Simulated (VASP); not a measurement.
```xyz
3
Lattice="2.2560 -3.9076 0.0000 2.2560 3.9076 0.0000 0.0000 0.0000 5.0457" Properties=species:S:1:pos:R:3 pbc="T T T"
Se     0.4961     0.8592     3.3638
Se     3.5199     0.0000     0.0000
Se     0.4961    -0.8592     1.6819
```

Level of theory: HSE06 screened hybrid, VASP's PBE PAW potentials (set 64) (plane waves; VASP 6.6.1). Run with 520 eV cut-off, 4×4×4 Γ-centred mesh, Gaussian smearing of 0.050 eV, potentials Se.

Without a dispersion term in the relaxation, distances and binding between the weakly bound layers, chains or molecules are unreliable, and so is what depends on them.

Task: Estimate the energy per atom (σ→0), pressure, largest force, band gap (over mesh and band path) with the smallest direct gap where there is one.

Result: 
The band gap (over mesh and band path) is 1.80 eV. The smallest direct gap (over mesh and band path) is 2.01 eV and the energy per atom (σ→0) is -4.429 eV/atom. The pressure comes out as -2.15 GPa and the largest force is 0.607 eV/Å.

Only differences to runs with the same potentials and settings are physical.

The compound is Se in the trig structure. It was relaxed first, which changed the volume by +9 %. The cell's shape comes from a PBE relaxation.
